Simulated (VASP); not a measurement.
A convergence study with VASP on SrCl$_{2}$ (fluorite): one setting is varied, all else stays as given below, so the limit is that of these other settings. Each run relaxes cell and ions from the cell shown. The basis is that of the starting cell, so low cut-offs carry a Pulay error.

```
CELL_PARAMETERS angstrom
      0.00000     3.49000     3.49000
      3.49000     0.00000     3.49000
      3.49000     3.49000     0.00000
ATOMIC_POSITIONS crystal
  Sr 0.00000 0.00000 0.00000
  Cl 0.25000 0.25000 0.25000
  Cl 0.75000 0.75000 0.75000
```

Calculation: PBE GGA, VASP's PBE PAW potentials (set 64) (plane waves; VASP). The tightest run used: 700 eV cut-off, 4×4×4 Γ-centred mesh, Gaussian smearing of 0.050 eV, potentials Sr_sv Cl.

Gaps are read on the run's mesh, which can miss a band edge.

Q: The settings run are ENCUT = 150; ENCUT = 200; ENCUT = 250; ENCUT = 300; ENCUT = 350; ENCUT = 400; ENCUT = 450; ENCUT = 500; ENCUT = 550; ENCUT = 600; ENCUT = 650; ENCUT = 700. From which on does the relaxed volume stay within 0.02 Å³/atom of the tightest run?

A: From ENCUT = 600 on: it is off by 0.004 there and by no more than 0.02 in any finer run, while ENCUT = 550 is off by 0.023.
| setting | relaxed volume (Å³/atom) | E (eV/atom) | gap on the mesh (eV) | plane waves | difference judged (Å³/atom) |
|---|---|---|---|---|---|
| ENCUT = 150 | 21.811 | -5.0208 | 5.326 | 363 | 7.380 |
| ENCUT = 200 | 25.538 | -4.3187 | 5.422 | 568 | 3.652 |
| ENCUT = 250 | 27.773 | -4.2601 | 5.399 | 778 | 1.418 |
| ENCUT = 300 | 28.888 | -4.2611 | 5.253 | 1008 | 0.303 |
| ENCUT = 350 | 29.183 | -4.2629 | 5.215 | 1283 | 0.007 |
| ENCUT = 400 | 29.148 | -4.2626 | 5.221 | 1572 | 0.043 |
| ENCUT = 450 | 29.115 | -4.2629 | 5.226 | 1859 | 0.076 |
| ENCUT = 500 | 29.134 | -4.2633 | 5.226 | 2180 | 0.057 |
| ENCUT = 550 | 29.167 | -4.2637 | 5.222 | 2502 | 0.023 |
| ENCUT = 600 | 29.187 | -4.2639 | 5.220 | 2874 | 0.004 |
| ENCUT = 650 | 29.192 | -4.2639 | 5.219 | 3250 | 0.001 |
| ENCUT = 700 | 29.191 | -4.2639 | 5.219 | 3596 | 0.000 |

Left out are rungs that failed or repeat a setting and relaxations that didn't move; long series are thinned to 24 rows.

The compound is SrCl2 in the fluorite structure.
